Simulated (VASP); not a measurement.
CdNiSe3 in VASP: the effect of functional

CdNiSe3:

```
Cd Ni Se
1.0
     4.76738    0.00000    0.00000
     0.00000    4.76738    0.00000
     0.00000    0.00000    4.76738
Cd Ni Se
1 1 3
Direct
  0.50000 0.50000 0.50000
  0.00000 0.00000 0.00000
  0.50000 0.00000 0.00000
  0.00000 0.50000 0.00000
  0.00000 0.00000 0.50000
```

The cell was built by a generator and needn't be a form met in nature.

Alike in all runs:

* Program: VASP 6.6.1
* Task: relaxation of cell and atoms
* Cutoff: 600 eV
* k mesh: 5 × 5 × 5
* Occupations: fermi-dirac, width 0.05 eV
* Spin: collinear spin, ferromagnetic start
* Starting moments: [0.0, 1.0, 0.0, 0.0, 0.0] μB

Each run relaxes the cell or the atoms first.

Problem. One run gave: relaxed volume 21.29 Å³/atom. Which functional did it use?
A. rev-vdW-DF2
B. optB88-vdW
C. revPBE
D. BLYP
E. PBEsol

Solution. A.

```csv
functional,potentials or basis,relaxed volume (Å³/atom)
LDA,"VASP PAW LDA potentials, release 64 (Cd, Ni, Se)",19.89
PBE,"VASP PAW PBE potentials, release 64 (Cd, Ni, Se)",21.67
PBEsol,"VASP PAW PBE potentials, release 64 (Cd, Ni, Se)",20.51
RPBE,"VASP PAW PBE potentials, release 64 (Cd, Ni, Se)",22.50
revPBE,"VASP PAW PBE potentials, release 64 (Cd, Ni, Se)",22.27
BLYP,"VASP PAW PBE potentials, release 64 (Cd, Ni, Se)",23.53
AM05,"VASP PAW PBE potentials, release 64 (Cd, Ni, Se)",20.55
PW91,"VASP PAW PBE potentials, release 64 (Cd, Ni, Se)",21.72
optB88-vdW,"VASP PAW PBE potentials, release 64 (Cd, Ni, Se)",21.78
vdW-DF-cx,"VASP PAW PBE potentials, release 64 (Cd, Ni, Se)",20.84
rev-vdW-DF2,"VASP PAW PBE potentials, release 64 (Cd, Ni, Se)",21.29
```

Caveats: the PAW data sets were made with another functional, which shifts forces and pressure a little (some runs); the relaxation stopped at its first step, so nothing moved (some runs).
